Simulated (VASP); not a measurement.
All values below come from optB88-vdW, VASP's PBE PAW potentials (set 64) (plane waves; VASP).

A VASP calculation is set up with these files.

### KPOINTS
```
Automatic mesh
0
Gamma
14 14 14
0 0 0
```

### INCAR
```
# general
SYSTEM   = In
PREC     = Accurate
ENCUT    = 520
LREAL    = .FALSE.   # projection in real space or not
LASPH    = .TRUE.

# electronic loop
EDIFF    = 1E-6   # SCF stop (eV)
NELM     = 100
ALGO     = Normal   # blocked Davidson
LMAXMIX  = 4   # l cut-off of mixed one-centre charges

# smearing
ISMEAR   = 1   # Methfessel-Paxton
SIGMA    = 0.1   # width (eV)

# functional
GGA      = BO
LUSE_VDW = .TRUE.
AGGAC    = 0.0
PARAM1   = 0.1833333333
PARAM2   = 0.22

# ions
IBRION   = 2   # conjugate gradients
NSW      = 60
ISIF     = 3   # ions, shape and volume
EDIFFG   = -0.01

# output
LWAVE    = .FALSE.
LCHARG   = .FALSE.
```

**POSCAR**
```
In
1
   -1.6250000000     1.6250000000     2.4750000000
    1.6250000000    -1.6250000000     2.4750000000
    1.6250000000     1.6250000000    -2.4750000000
In
1
Direct
  0.0000000000   0.0000000000   0.0000000000
```

POTCAR, in this order: In_d (PBE.64 set). Program: vasp_std.

### Question
What will the output report for the number of irreducible k-points (NKPTS), largest plane-wave count, number of space-group operations, FFT grid (NGX, NGY, NGZ)?

### Answer

```json
{
 "number of irreducible k-points (NKPTS)": "244",
 "largest_plane_wave_count": "720",
 "number_of_space_group_operations": "16",
 "FFT grid (NGX, NGY, NGZ)": "28 × 28 × 28"
}
```

The compound is In in the bct structure. This run relaxes it. Symmetry was kept, so distortions that lower it aren't found.
